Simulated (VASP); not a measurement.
Input for VASP

POSCAR:
```
Al2Cu
1.0
  4.0351207899   0.0000000000   0.0000000000
  0.0000000000   4.0351207899   0.0000000000
  0.0000000000   0.0000000000   2.8219486018
Al Cu
2 1
direct
  0.5000000000   0.0000000000   0.5000000000
  0.0000000000   0.5000000000   0.5000000000
  0.0000000000   0.0000000000   0.0000000000
```

INCAR:
```
ALGO=Normal
EDIFF=1E-6
EDIFFG=-0.02
ENCUT=400
IBRION=2
ISIF=3
ISMEAR=1
LASPH=.True.
LCHARG=.False.
LMAXMIX=4
LREAL=.False.
LWAVE=.False.
NELM=100
NSW=60
PREC=Accurate
SIGMA=0.1
SYSTEM=Al2Cu
```

### KPOINTS
```
Automatic mesh
0
Gamma
7 7 10
0 0 0
```

POTCAR, in this order: Al Cu (LDA.64 set). Program: vasp_std.

Translate this LDA calculation to Ansatz.

One equivalent input (not run):
Ansatz 0.2 input:
```yaml
crystal:
  lattice:
    - [4.0351208, 0.0000000, 0.0000000]
    - [0.0000000, 4.0351208, 0.0000000]
    - [0.0000000, 0.0000000, 2.8219486]
  atoms:
    - { symbol: Al, position: [0.5000000, 0.0000000, 0.5000000] }
    - { symbol: Al, position: [0.0000000, 0.5000000, 0.5000000] }
    - { symbol: Cu, position: [0.0000000, 0.0000000, 0.0000000] }
kpoints:
  mp_grid: { grid: [7, 7, 10] }
hamiltonian:
  xc: lda
  pseudopotentials: { kind: paw }
scf:
  occupations: { method: methfessel_paxton, width: 0.1 }
  max_iter: 100
relax:
  max_steps: 60
  f_tol: 0.02
  cell: {}
output: { forces: true, stress: true, eigenvalues: true }
```
The two are equivalent in intent, not identical: each code has its own PAW files, so the cut-off isn't converted (ENCUT is set for VASP's; basis.ecutwfc is left out, and Ansatz then takes the one that its files recommend); Ansatz stops its SCF on the density residual and VASP on the energy change (EDIFF); Ansatz's lda is the Perdew-Wang form, while the LDA potentials of VASP carry Perdew-Zunger's.

The structure comes from a computed database's Al2Cu entry (P4/mmm); how it stands against other phases isn't given here. This run relaxes it. Symmetry was kept, so distortions that lower it aren't found. The start is the result of an earlier pass.
